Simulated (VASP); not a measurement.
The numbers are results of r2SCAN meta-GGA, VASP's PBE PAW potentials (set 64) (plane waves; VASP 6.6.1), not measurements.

Input for VASP

**KPOINTS**
```
K-points
0
G
 18 18 18
0 0 0
```

INCAR:
```
LWAVE=.FALSE.
LASPH=.TRUE.   # aspherical one-centre terms
LMIXTAU=.TRUE.
LORBIT=11
ENCUT=400   # plane-wave cut-off (eV)
MAGMOM=0.9
NEDOS=601   # DOS grid
LREAL=.FALSE.
EDIFF=1E-7
ISIF=2
METAGGA=R2SCAN
LCHARG=.FALSE.
LMAXMIX=4
ISMEAR=-5   # tetrahedra, Bloechl
NELM=100   # most electronic steps
PREC=Accurate
SYSTEM=Ni
ALGO=Normal   # blocked Davidson
ISPIN=2   # spin-polarised
```

**POSCAR**
```
Ni
2.3028310
  1.0000000000   0.0000000000   0.0000000000
  0.0000000000   1.0000000000   0.0000000000
  0.0000000000   0.0000000000   1.0000000000
Ni
1
Cart
  0.0000000000   0.0000000000   0.0000000000
```

### KPOINTS_OPT
```
k-points along high-symmetry lines
10
Line-mode
Reciprocal
  0.000000   0.000000   0.000000 ! GAMMA
  0.000000   0.500000   0.000000 ! X

  0.000000   0.500000   0.000000 ! X
  0.500000   0.500000   0.000000 ! M

  0.500000   0.500000   0.000000 ! M
  0.000000   0.000000   0.000000 ! GAMMA

  0.000000   0.000000   0.000000 ! GAMMA
  0.500000   0.500000   0.500000 ! R

  0.500000   0.500000   0.500000 ! R
  0.000000   0.500000   0.000000 ! X

  0.500000   0.500000   0.500000 ! R
  0.500000   0.500000   0.000000 ! M
```

POTCAR, in this order: Ni (PBE.64 set). Program: vasp_std.

The run wrote:

OUTCAR:
```
 ion  position               nearest neighbor table
   1  0.000  0.000  0.000-
  LATTYP: Found a simple cubic cell.
 ALAT       =     2.3028310000
 Subroutine PRICEL returns:
 Original cell was already a primitive cell.
 Subroutine GETGRP returns: Found 48 space group operations
The static configuration has the point symmetry O_h .
The dynamic configuration has the point symmetry O_h .
The overall configuration has the point symmetry O_h .
 Subroutine INISYM returns: Found 48 space group operations
 Subroutine IBZKPT returns following result:
 Found    220 irreducible k-points:

 Following reciprocal coordinates:
            Coordinates               Weight
  0.000000  0.000000  0.000000      1.000000
  0.055556  0.000000  0.000000      6.000000
  0.111111  0.000000  0.000000      6.000000
  0.166667  0.000000  0.000000      6.000000
  0.222222  0.000000  0.000000      6.000000
  0.277778  0.000000  0.000000      6.000000
  0.333333  0.000000  0.000000      6.000000
  0.388889  0.000000  0.000000      6.000000
  0.444444  0.000000  0.000000      6.000000
  0.500000  0.000000  0.000000      3.000000
  0.055556  0.055556  0.000000     12.000000
  0.111111  0.055556  0.000000     24.000000
  0.166667  0.055556  0.000000     24.000000
  0.222222  0.055556  0.000000     24.000000
  0.277778  0.055556  0.000000     24.000000
  0.333333  0.055556  0.000000     24.000000
  0.388889  0.055556  0.000000     24.000000
  0.444444  0.055556  0.000000     24.000000
  0.500000  0.055556  0.000000     12.000000
  0.111111  0.111111  0.000000     12.000000
  0.166667  0.111111  0.000000     24.000000
  0.222222  0.111111  0.000000     24.000000
  0.277778  0.111111  0.000000     24.000000
  0.333333  0.111111  0.000000     24.000000
...
```

### OSZICAR
```
       N       E                     dE             d eps       ncg     rms          rms(c)
DAV:   1     0.142084946978E+02    0.14208E+02   -0.42146E+03  8120   0.117E+03
DAV:   2    -0.130254665284E+02   -0.27234E+02   -0.26374E+02  8041   0.158E+02
DAV:   3    -0.134339595297E+02   -0.40849E+00   -0.40729E+00  8927   0.257E+01
DAV:   4    -0.134388814043E+02   -0.49219E-02   -0.49175E-02  9034   0.250E+00
DAV:   5    -0.134390284819E+02   -0.14708E-03   -0.14688E-03  9070   0.367E-01    0.929E+00
DAV:   6    -0.119376462416E+02    0.15014E+01   -0.25652E+01  8414   0.862E+01    0.954E+00
DAV:   7    -0.111662589530E+02    0.77139E+00   -0.65788E+00  8415   0.373E+01    0.183E+00
DAV:   8    -0.111828167520E+02   -0.16558E-01   -0.13927E-01  8280   0.519E+00    0.156E+00
DAV:   9    -0.111731956187E+02    0.96211E-02   -0.26711E-02  8785   0.241E+00    0.693E-01
DAV:  10    -0.111721655111E+02    0.10301E-02   -0.50307E-02  9027   0.304E+00    0.343E-01
DAV:  11    -0.111723318744E+02   -0.16636E-03   -0.36188E-03  8706   0.855E-01    0.529E-02
DAV:  12    -0.111722528681E+02    0.79006E-04   -0.29337E-04  9158   0.228E-01    0.418E-02
DAV:  13    -0.111722839619E+02   -0.31094E-04   -0.12583E-05  8361   0.473E-02    0.418E-02
DAV:  14    -0.111723210921E+02   -0.37130E-04   -0.25463E-05  8694   0.675E-02    0.106E-02
DAV:  15    -0.111723157144E+02    0.53778E-05   -0.92283E-06  9569   0.459E-02    0.122E-03
DAV:  16    -0.111723139247E+02    0.17897E-05   -0.26924E-07  6969   0.659E-03    0.897E-04
DAV:  17    -0.111723156314E+02   -0.17067E-05   -0.15476E-07  4292   0.411E-03    0.111E-03
DAV:  18    -0.111723158954E+02   -0.26406E-06   -0.10859E-08  4035   0.132E-03    0.413E-04
DAV:  19    -0.111723158663E+02    0.29127E-07   -0.56315E-10  4027   0.304E-04
   1 F= -.11172316E+02 E0= -.11172316E+02  d E =0.000000E+00  mag=     0.8235
       N       E                     dE             ncg
```

OUTCAR:
```
------------------------ aborting loop because EDIFF is reached ----------------------------------------
  FORCE on cell =-STRESS in cart. coord.  units (eV):
  Direction    XX          YY          ZZ          XY          YZ          ZX
  --------------------------------------------------------------------------------------
  Total       -0.0202071     -0.0202071     -0.0202071      0.0000000      0.0000000     -0.0000000
  in kB       -2.6511174     -2.6511174     -2.6511174      0.0000000      0.0000000     -0.0000000
  external PRESSURE =      -2.6511174 kB  Pullay stress =       0.0000000 kB
  volume of cell :       12.21
      direct lattice vectors                 reciprocal lattice vectors
     2.302831000  0.000000000  0.000000000     0.434248106  0.000000000  0.000000000
     0.000000000  2.302831000  0.000000000     0.000000000  0.434248106  0.000000000
     0.000000000  0.000000000  2.302831000     0.000000000  0.000000000  0.434248106
 POSITION                                       TOTAL-FORCE (eV/Angst)
 -----------------------------------------------------------------------------------
      0.00000      0.00000      0.00000         0.000000      0.000000      0.000000
 -----------------------------------------------------------------------------------
    total drift:                                0.000000     -0.000000      0.000000
  FREE ENERGIE OF THE ION-ELECTRON SYSTEM (eV)
  ---------------------------------------------------
  free  energy   TOTEN  =       -11.1723158663 eV

  energy  without entropy=      -11.1723158663  energy(sigma->0) =      -11.17231587

 total charge

# of ion       s       p       d       tot
------------------------------------------
    1        0.536   0.422   8.374   9.333

 magnetization (x)

# of ion       s       p       d       tot
------------------------------------------
    1       -0.003  -0.007   0.844   0.835
```
(Selected blocks of OUTCAR.)

For a metal the tetrahedron method with Blöchl corrections gives inexact stress and forces.

The structure was generated: Ni was put into the simple-cubic type (Pm-3m), which need not be its known phase. The cell was not relaxed at this level.
